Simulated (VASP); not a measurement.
Calculation: revTPSS meta-GGA, VASP's PBE PAW potentials (set 64) (plane waves; VASP 6.6.1).

VASP ran on this input.

**POSCAR**
```
GaSb
1
    0.0000000000     2.9986487518     2.9986487518
    2.9986487518     0.0000000000     2.9986487518
    2.9986487518     2.9986487518     0.0000000000
Ga Sb
1 1
Direct
  0.0000000000   0.0000000000   0.0000000000
  0.2500000000   0.2500000000   0.2500000000
```

### INCAR
```
SYSTEM = GaSb
PREC = Accurate; ENCUT = 520; LREAL = .False.
LASPH = .True.
EDIFF = 1E-7; NELM = 100; ALGO = Normal
LMAXMIX = 4; LMIXTAU = .True.
ISMEAR = 0; SIGMA = 0.05
METAGGA = RTPSS
ISIF = 2
LWAVE = .False.; LCHARG = .False.
```

**KPOINTS**
```
Automatic mesh
0
Gamma
8 8 8
0 0 0
```

POTCAR, in this order: Ga_d Sb (PBE.64 set). Program: vasp_std.

Unless said otherwise, spin-orbit coupling is left out, though it shifts the bands of the heavy elements here.

Q: Estimate the energy per atom (σ→0), pressure, band gap (on the k-mesh).

A: 
```json
{
  "energy per atom (σ→0)": "8.670 eV/atom",
  "band gap (on the k-mesh)": "0.58 eV",
  "pressure": "3.64 GPa"
}
```

OSZICAR:
```
...
DAV:  17     0.173403078632E+02   -0.20682E-04   -0.30082E-05   822   0.924E-02    0.206E-02
DAV:  18     0.173403082389E+02    0.37567E-06   -0.14642E-05   764   0.553E-02    0.174E-02
DAV:  19     0.173403036226E+02   -0.46163E-05   -0.27034E-05   783   0.898E-02    0.840E-03
DAV:  20     0.173403030552E+02   -0.56738E-06   -0.54191E-06   882   0.368E-02    0.329E-03
DAV:  21     0.173403032676E+02    0.21240E-06   -0.35163E-07   746   0.732E-03    0.261E-03
DAV:  22     0.173403031475E+02   -0.12010E-06   -0.47118E-07   754   0.107E-02    0.848E-04
DAV:  23     0.173403030495E+02   -0.97972E-07   -0.10355E-07   568   0.403E-03
   1 F= 0.17340303E+02 E0= 0.17340303E+02  d E =-.101063E-12
```

The compound is GaSb in the zinc blende structure. This cell is one point of a volume scan, at 0.94 of the reference volume.
